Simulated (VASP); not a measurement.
Computed with PBE GGA, VASP's PBE PAW potentials (set 64) (plane waves; VASP 6.6.1). Each cell was relaxed at this level, without spin-orbit coupling.

Q: Which of these comes out without a gap?
(A) Hf, P6_3/mmc (194)
(B) KI, Fm-3m (225)
(C) CdF2, Fm-3m (225)
(D) MoSe2, P6_3/mmc (194)

A: A, Hf, P6_3/mmc (194). The others have gaps of 1.18 eV (MoSe2, P6_3/mmc (194)), 3.85 eV (KI, Fm-3m (225)), 2.86 eV (CdF2, Fm-3m (225)).
